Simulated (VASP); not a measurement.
Level of theory: PBE GGA, VASP's PBE PAW potentials (set 64) (plane waves; VASP).

The input files of a VASP run:

POSCAR:
```
HfO2
1.0
  5.2960220000   0.0000000000   0.0000000000
  0.0000000000   5.1027070000   0.0000000000
  0.0000000000   0.0000000000   5.1117690000
Hf O
4 8
Direct
  0.0300000000   0.2670000000   0.2500000000
  0.9700000000   0.7330000000   0.7500000000
  0.5300000000   0.7330000000   0.2500000000
  0.4700000000   0.2670000000   0.7500000000
  0.3610000000   0.0680000000   0.1060000000
  0.6390000000   0.9320000000   0.6060000000
  0.8610000000   0.9320000000   0.1060000000
  0.1390000000   0.0680000000   0.6060000000
  0.2290000000   0.5370000000   0.0000000000
  0.7710000000   0.4630000000   0.5000000000
  0.7290000000   0.4630000000   0.0000000000
  0.2710000000   0.5370000000   0.5000000000
```

**KPOINTS**
```
K-points
0
G
6 6 6
0.5 0.5 0.5
```

INCAR:
```
SYSTEM=HfO2
PREC=Accurate; ENCUT=240; LREAL=F
LASPH=T
EDIFF=1E-6; NELM=100; ALGO=Normal
LMAXMIX=6
ISMEAR=-1; SIGMA=0.1
GGA=PE
IBRION=2; NSW=50; ISIF=3
EDIFFG=-0.01
LWAVE=F; LCHARG=F
```

POTCAR, in this order: Hf_pv O (PBE.64 set). Program: vasp_std.

What VASP printed:

File OUTCAR:
```
 ion  position               nearest neighbor table
   1  0.030  0.267  0.250-   7 2.07  10 2.12   9 2.15   5 2.16   8 2.16  12 2.27  11 2.27   4 3.46
                             4 3.46   2 3.51   2 3.51   3 3.56   3 3.56   2 3.75   2 3.75   3 3.80
   2  0.970  0.733  0.750-   8 2.07   9 2.12  10 2.15   6 2.16   7 2.16  11 2.27  12 2.27   3 3.46
                             3 3.46   1 3.51   1 3.51   4 3.56   4 3.56   1 3.75   1 3.75   4 3.80
   3  0.530  0.733  0.250-   5 2.07  12 2.12  11 2.15   7 2.16   6 2.16  10 2.27   9 2.27   2 3.46
                             2 3.46   4 3.51   4 3.51   1 3.56   1 3.56   4 3.75   4 3.75   1 3.80
   4  0.470  0.267  0.750-   6 2.07  11 2.12  12 2.15   8 2.16   5 2.16   9 2.27  10 2.27   1 3.46
                             1 3.46   3 3.51   3 3.51   2 3.56   2 3.56   3 3.75   3 3.75   2 3.80
   5  0.361  0.068  0.106-   3 2.07   1 2.16   4 2.16
   6  0.639  0.932  0.606-   4 2.07   2 2.16   3 2.16
   7  0.861  0.932  0.106-   1 2.07   3 2.16   2 2.16
   8  0.139  0.068  0.606-   2 2.07   4 2.16   1 2.16
   9  0.229  0.537  0.000-   2 2.12   1 2.15   4 2.27   3 2.27
  10  0.771  0.463  0.500-   1 2.12   2 2.15   3 2.27   4 2.27
  11  0.729  0.463  0.000-   4 2.12   3 2.15   2 2.27   1 2.27
  12  0.271  0.537  0.500-   3 2.12   4 2.15   1 2.27   2 2.27
  LATTYP: Found a simple orthorhombic cell.
 ALAT       =     5.1027070000
 B/A-ratio  =     1.0017759201
 C/A-ratio  =     1.0378847933
 Subroutine PRICEL returns:
 Original cell was already a primitive cell.
 Subroutine GETGRP returns: Found  4 space group operations
The static configuration has the point symmetry C_1 .
 The point group associated with its full space group is C_2v.
The dynamic configuration has the point symmetry C_1 .
 Subroutine INISYM returns: Found  4 space group operations
 Subroutine IBZKPT returns following result:
 Found     27 irreducible k-points:

 Following reciprocal coordinates:
            Coordinates               Weight
  0.083333  0.083333  0.083333      8.000000
  0.250000  0.083333  0.083333      8.000000
  0.416667  0.083333  0.083333      8.000000
  0.083333  0.250000  0.083333      8.000000
  0.250000  0.250000  0.083333      8.000000
  0.416667  0.250000  0.083333      8.000000
  0.083333  0.416667  0.083333      8.000000
...
```

OSZICAR:
```
...
DAV:   6    -0.137588612747E+03   -0.60927E-06   -0.31568E-07  1752   0.315E-03
  37 F= -.13758861E+03 E0= -.13758861E+03  d E =-.102883E-02
       N       E                     dE             d eps       ncg     rms          rms(c)
DAV:   1    -0.137588900274E+03   -0.28814E-03   -0.41149E-01  2808   0.322E+00    0.604E-01
DAV:   2    -0.137589268652E+03   -0.36838E-03   -0.92088E-03  3456   0.465E-01    0.261E-01
DAV:   3    -0.137589132103E+03    0.13655E-03   -0.26389E-04  3360   0.921E-02    0.114E-01
DAV:   4    -0.137589112679E+03    0.19423E-04   -0.92645E-05  3480   0.553E-02    0.554E-02
DAV:   5    -0.137589114638E+03   -0.19587E-05   -0.10743E-05  3264   0.181E-02    0.218E-02
DAV:   6    -0.137589115439E+03   -0.80069E-06   -0.55741E-07  1800   0.418E-03
  38 F= -.13758912E+03 E0= -.13758912E+03  d E =-.153152E-02
       N       E                     dE             d eps       ncg     rms          rms(c)
DAV:   1    -0.137589422832E+03   -0.30819E-03   -0.22629E-01  2808   0.244E+00    0.362E-01
DAV:   2    -0.137589799259E+03   -0.37643E-03   -0.53161E-03  3464   0.359E-01    0.163E-01
DAV:   3    -0.137589748268E+03    0.50992E-04   -0.10906E-04  3440   0.585E-02    0.786E-02
DAV:   4    -0.137589738330E+03    0.99372E-05   -0.32001E-05  3544   0.312E-02    0.227E-02
DAV:   5    -0.137589737989E+03    0.34166E-06   -0.58547E-06  2824   0.139E-02
  39 F= -.13758974E+03 E0= -.13758974E+03  d E =-.622550E-03
       N       E                     dE             d eps       ncg     rms          rms(c)
DAV:   1    -0.137588422342E+03    0.13160E-02   -0.10390E+00  2808   0.523E+00    0.778E-01
DAV:   2    -0.137590168394E+03   -0.17461E-02   -0.24488E-02  3464   0.771E-01    0.350E-01
DAV:   3    -0.137589935037E+03    0.23336E-03   -0.50253E-04  3448   0.126E-01    0.169E-01
DAV:   4    -0.137589891130E+03    0.43907E-04   -0.14810E-04  3536   0.672E-02    0.482E-02
DAV:   5    -0.137589890484E+03    0.64626E-06   -0.27749E-05  3320   0.300E-02    0.201E-02
DAV:   6    -0.137589889957E+03    0.52716E-06   -0.26028E-06  2448   0.944E-03
  40 F= -.13758989E+03 E0= -.13758989E+03  d E =-.774518E-03
       N       E                     dE             d eps       ncg     rms          rms(c)
DAV:   1    -0.137589777369E+03    0.11311E-03   -0.18337E-01  2808   0.220E+00    0.325E-01
DAV:   2    -0.137590087241E+03   -0.30987E-03   -0.43147E-03  3464   0.323E-01    0.147E-01
DAV:   3    -0.137590046769E+03    0.40472E-04   -0.88669E-05  3432   0.530E-02    0.709E-02
DAV:   4    -0.137590040081E+03    0.66874E-05   -0.25474E-05  3536   0.279E-02    0.202E-02
DAV:   5    -0.137590040397E+03   -0.31538E-06   -0.47979E-06  2712   0.125E-02
  41 F= -.13759004E+03 E0= -.13759004E+03  d E =-.924958E-03
       N       E                     dE             d eps       ncg     rms          rms(c)
DAV:   1    -0.137590300080E+03   -0.26000E-03   -0.23807E-01  2808   0.249E+00    0.458E-01
DAV:   2    -0.137590638242E+03   -0.33816E-03   -0.55027E-03  3456   0.361E-01    0.207E-01
DAV:   3    -0.137590578222E+03    0.60020E-04   -0.13477E-04  3400   0.669E-02    0.868E-02
DAV:   4    -0.137590571986E+03    0.62364E-05   -0.37396E-05  3496   0.343E-02    0.347E-02
DAV:   5    -0.137590572855E+03   -0.86904E-06   -0.39402E-06  3064   0.104E-02
  42 F= -.13759057E+03 E0= -.13759057E+03  d E =-.532458E-03
       N       E                     dE             d eps       ncg     rms          rms(c)
DAV:   1    -0.137590576824E+03   -0.48383E-05   -0.66850E-02  2824   0.132E+00    0.242E-01
DAV:   2    -0.137590673635E+03   -0.96811E-04   -0.15475E-03  3456   0.192E-01    0.109E-01
DAV:   3    -0.137590657099E+03    0.16536E-04   -0.37277E-05  3392   0.349E-02    0.459E-02
DAV:   4    -0.137590655572E+03    0.15266E-05   -0.10340E-05  3424   0.181E-02    0.183E-02
DAV:   5    -0.137590656015E+03   -0.44253E-06   -0.10178E-06  1816   0.546E-03
  43 F= -.13759066E+03 E0= -.13759066E+03  d E =-.615618E-03
       N       E                     dE             d eps       ncg     rms          rms(c)
DAV:   1    -0.137590768049E+03   -0.11248E-03   -0.28453E-01  2808   0.273E+00    0.389E-01
DAV:   2    -0.137591232092E+03   -0.46404E-03   -0.66839E-03  3464   0.402E-01    0.169E-01
DAV:   3    -0.137591183634E+03    0.48458E-04   -0.13667E-04  3416   0.659E-02    0.895E-02
DAV:   4    -0.137591172670E+03    0.10964E-04   -0.52439E-05  3360   0.401E-02    0.328E-02
DAV:   5    -0.137591171946E+03    0.72327E-06   -0.91241E-06  3280   0.177E-02
  44 F= -.13759117E+03 E0= -.13759117E+03  d E =-.515931E-03
       N       E                     dE             d eps       ncg     rms          rms(c)
DAV:   1    -0.137591120450E+03    0.52220E-04   -0.87766E-02  2816   0.152E+00    0.216E-01
DAV:   2    -0.137591265067E+03   -0.14462E-03   -0.20628E-03  3456   0.223E-01    0.933E-02
DAV:   3    -0.137591250749E+03    0.14318E-04   -0.41251E-05  3416   0.360E-02    0.503E-02
DAV:   4    -0.137591247224E+03    0.35250E-05   -0.15754E-05  3360   0.221E-02    0.182E-02
DAV:   5    -0.137591246775E+03    0.44906E-06   -0.25139E-06  2168   0.963E-03
  45 F= -.13759125E+03 E0= -.13759125E+03  d E =-.590760E-03
       N       E                     dE             d eps       ncg     rms          rms(c)
DAV:   1    -0.137591294487E+03   -0.47263E-04   -0.19344E-01  2808   0.222E+00    0.418E-01
DAV:   2    -0.137591556036E+03   -0.26155E-03   -0.40794E-03  3456   0.310E-01    0.193E-01
DAV:   3    -0.137591494882E+03    0.61154E-04   -0.10320E-04  3400   0.592E-02    0.680E-02
DAV:   4    -0.137591490632E+03    0.42491E-05   -0.27761E-05  3592   0.288E-02    0.196E-02
DAV:   5    -0.137591491010E+03   -0.37709E-06   -0.23097E-06  2096   0.842E-03
  46 F= -.13759149E+03 E0= -.13759149E+03  d E =-.244234E-03
       N       E                     dE             d eps       ncg     rms          rms(c)
DAV:   1    -0.137591491222E+03   -0.58925E-06   -0.22919E-05  3024   0.246E-02    0.411E-03
DAV:   2    -0.137591491252E+03   -0.30492E-07   -0.50191E-07  1744   0.371E-03
  47 F= -.13759149E+03 E0= -.13759149E+03  d E =-.244477E-03
       N       E                     dE             d eps       ncg     rms          rms(c)
DAV:   1    -0.137591530799E+03   -0.39577E-04   -0.30208E-02  2816   0.906E-01    0.243E-01
DAV:   2    -0.137591544035E+03   -0.13236E-04   -0.90063E-04  3456   0.148E-01    0.963E-02
DAV:   3    -0.137591525127E+03    0.18909E-04   -0.29217E-05  3328   0.313E-02    0.461E-02
DAV:   4    -0.137591521514E+03    0.36133E-05   -0.10474E-05  3392   0.186E-02    0.225E-02
DAV:   5    -0.137591520931E+03    0.58268E-06   -0.16930E-06  1792   0.752E-03
  48 F= -.13759152E+03 E0= -.13759152E+03  d E =-.296787E-04
       N       E                     dE             d eps       ncg     rms          rms(c)
DAV:   1    -0.137591519395E+03    0.21190E-05   -0.49923E-03  2824   0.368E-01    0.995E-02
DAV:   2    -0.137591521788E+03   -0.23937E-05   -0.14943E-04  3456   0.603E-02    0.392E-02
DAV:   3    -0.137591518726E+03    0.30620E-05   -0.47286E-06  2820   0.128E-02    0.186E-02
DAV:   4    -0.137591518405E+03    0.32181E-06   -0.17154E-06  1980   0.782E-03
  49 F= -.13759152E+03 E0= -.13759152E+03  d E =-.271523E-04
       N       E                     dE             d eps       ncg     rms          rms(c)
DAV:   1    -0.137591524396E+03   -0.56700E-05   -0.16276E-03  2824   0.210E-01    0.540E-02
DAV:   2    -0.137591524969E+03   -0.57224E-06   -0.48173E-05  3456   0.343E-02    0.218E-02
DAV:   3    -0.137591523953E+03    0.10151E-05   -0.13062E-06  1976   0.702E-03    0.985E-03
DAV:   4    -0.137591523715E+03    0.23862E-06   -0.84706E-07  1640   0.515E-03
  50 F= -.13759152E+03 E0= -.13759152E+03  d E =-.324626E-04
```

### OUTCAR
```
------------------------ aborting loop because EDIFF is reached ----------------------------------------
  FORCE on cell =-STRESS in cart. coord.  units (eV):
  Direction    XX          YY          ZZ          XY          YZ          ZX
  --------------------------------------------------------------------------------------
  Total       -0.0153062     -0.0339598     -0.1014385      0.0000000      0.0000000      0.0000000
  in kB       -0.2306934     -0.5118371     -1.5288677      0.0000000      0.0000000      0.0000000
  external PRESSURE =      -0.7571327 kB  Pullay stress =       0.0000000 kB
  volume of cell :      106.30
      direct lattice vectors                 reciprocal lattice vectors
     4.937861514  0.000000000  0.000000000     0.202516818  0.000000000  0.000000000
     0.000000000  4.740868274  0.000000000     0.000000000  0.210931826  0.000000000
     0.000000000  0.000000000  4.540949577     0.000000000  0.000000000  0.220218257
 POSITION                                       TOTAL-FORCE (eV/Angst)
 -----------------------------------------------------------------------------------
      0.16011      1.26526      0.91886        -0.006159      0.001818     -0.001708
      4.77775      3.47561      3.18933         0.006159     -0.001818     -0.001708
      2.62904      3.47561      0.91886        -0.006159     -0.001818     -0.001708
      2.30882      1.26526      3.18933         0.006159      0.001818     -0.001708
      2.07104      0.59184      0.91417         0.000809      0.005297      0.004977
      2.86682      4.14903      3.18464        -0.000809     -0.005297      0.004977
      4.53997      4.14903      0.91417         0.000809     -0.005297      0.004977
      0.39789      0.59184      3.18464        -0.000809      0.005297      0.004977
      1.23405      2.62021      4.32450         0.010051      0.007374     -0.003270
      3.70382      2.12066      2.05403        -0.010051     -0.007374     -0.003270
      3.70298      2.12066      4.32450         0.010051     -0.007374     -0.003270
      1.23489      2.62021      2.05403        -0.010051      0.007374     -0.003270
 -----------------------------------------------------------------------------------
    total drift:                                0.000000      0.000000      0.000325
  FREE ENERGIE OF THE ION-ELECTRON SYSTEM (eV)
  ---------------------------------------------------
  free  energy   TOTEN  =      -137.5915237148 eV

  energy  without entropy=     -137.5915237145  energy(sigma->0) =     -137.59152371
```
(Selected blocks of OUTCAR.)

File CONTCAR:
```
HfO2
   1.00000000000000
     4.9378615138572606    0.0000000000000000    0.0000000000000000
     0.0000000000000000    4.7408682737793413    0.0000000000000000
     0.0000000000000000    0.0000000000000000    4.5409495769737385
  Hf              O
     4     8
Direct
     0.0324253358848995    0.2668833930204451    0.2023491037032752
     0.9675746641151008    0.7331166069795553    0.7023491037032753
     0.5324253358848992    0.7331166069795553    0.2023491037032752
     0.4675746641151003    0.2668833930204451    0.7023491037032753
     0.4194203930050365    0.1248385726230210    0.2013164576422189
     0.5805796069949639    0.8751614273769790    0.7013164576422193
     0.9194203930050361    0.8751614273769790    0.2013164576422189
     0.0805796069949637    0.1248385726230210    0.7013164576422193
     0.2499148930940815    0.5526861501135090    0.9523344386545072
     0.7500851069059186    0.4473138498864912    0.4523344386545076
     0.7499148930940814    0.4473138498864912    0.9523344386545072
     0.2500851069059183    0.5526861501135090    0.4523344386545076
```

### stdout
```
...
 trial-energy change:   -0.000244  1 .order   -0.000240   -0.000476   -0.000005
 step:   0.4619(harm=  0.4619)  dis= 0.00215  next Energy=  -137.591487 (dE=-0.240E-03)
 bond charge predicted
       N       E                     dE             d eps       ncg     rms          rms(c)
DAV:   1    -0.137591491222E+03   -0.58925E-06   -0.22919E-05  3024   0.246E-02    0.411E-03
DAV:   2    -0.137591491252E+03   -0.30492E-07   -0.50191E-07  1744   0.371E-03
  47 F= -.13759149E+03 E0= -.13759149E+03  d E =-.244477E-03
 curvature:  -0.85 expect dE=-0.276E-03 dE for cont linesearch -0.851E-08
 trial: gam= 0.28860 g(F)=  0.217E-03 g(S)=  0.106E-03 ort = 0.619E-05 (trialstep = 0.458E+00)
 search vector abs. value=  0.647E-03
 bond charge predicted
       N       E                     dE             d eps       ncg     rms          rms(c)
DAV:   1    -0.137591530799E+03   -0.39577E-04   -0.30208E-02  2816   0.906E-01    0.243E-01
DAV:   2    -0.137591544035E+03   -0.13236E-04   -0.90063E-04  3456   0.148E-01    0.963E-02
DAV:   3    -0.137591525127E+03    0.18909E-04   -0.29217E-05  3328   0.313E-02    0.461E-02
DAV:   4    -0.137591521514E+03    0.36133E-05   -0.10474E-05  3392   0.186E-02    0.225E-02
DAV:   5    -0.137591520931E+03    0.58268E-06   -0.16930E-06  1792   0.752E-03
  48 F= -.13759152E+03 E0= -.13759152E+03  d E =-.296787E-04
 trial-energy change:   -0.000030  1 .order   -0.000058   -0.000149    0.000033
 step:   0.2717(harm=  0.3752)  dis= 0.00045  next Energy=  -137.591530 (dE=-0.383E-04)
 bond charge predicted
       N       E                     dE             d eps       ncg     rms          rms(c)
DAV:   1    -0.137591519395E+03    0.21190E-05   -0.49923E-03  2824   0.368E-01    0.995E-02
DAV:   2    -0.137591521788E+03   -0.23937E-05   -0.14943E-04  3456   0.603E-02    0.392E-02
DAV:   3    -0.137591518726E+03    0.30620E-05   -0.47286E-06  2820   0.128E-02    0.186E-02
DAV:   4    -0.137591518405E+03    0.32181E-06   -0.17154E-06  1980   0.782E-03
  49 F= -.13759152E+03 E0= -.13759152E+03  d E =-.271523E-04
 curvature:   0.21 expect dE= 0.162E-04 dE for cont linesearch  0.297E-05
 ZBRENT: interpolating
 opt :   0.3781  next Energy=  -137.591524 (dE=-0.326E-04)
 bond charge predicted
       N       E                     dE             d eps       ncg     rms          rms(c)
DAV:   1    -0.137591524396E+03   -0.56700E-05   -0.16276E-03  2824   0.210E-01    0.540E-02
DAV:   2    -0.137591524969E+03   -0.57224E-06   -0.48173E-05  3456   0.343E-02    0.218E-02
DAV:   3    -0.137591523953E+03    0.10151E-05   -0.13062E-06  1976   0.702E-03    0.985E-03
DAV:   4    -0.137591523715E+03    0.23862E-06   -0.84706E-07  1640   0.515E-03
  50 F= -.13759152E+03 E0= -.13759152E+03  d E =-.324626E-04
 curvature:  -0.20 expect dE=-0.199E-04 dE for cont linesearch -0.760E-08
 trial: gam= 0.31719 g(F)=  0.509E-04 g(S)=  0.469E-04 ort =-0.491E-05 (trialstep = 0.442E+00)
 search vector abs. value=  0.160E-03
```

The run did not converge; its last values are not results.

The run did not end as a converged relaxation. At this cut-off the stress carries a Pulay error, which pulls relaxed volumes low.  Energy and stress use the plane-wave basis of the starting cell.

The structure was generated: HfO2 was put into an ordered model structure, which need not be its known phase. This run relaxes it. Symmetry was kept, so distortions that lower it aren't found. The run is one of a series of settings (EDIFFG = -0.01, ENCUT = 240, IBRION = 2, ISIF = 3, NSW = 50, KPOINTS 6×6×6 Γ-centred mesh shifted by (0.5, 0.5, 0.5) against the base run), some of them coarse on purpose.
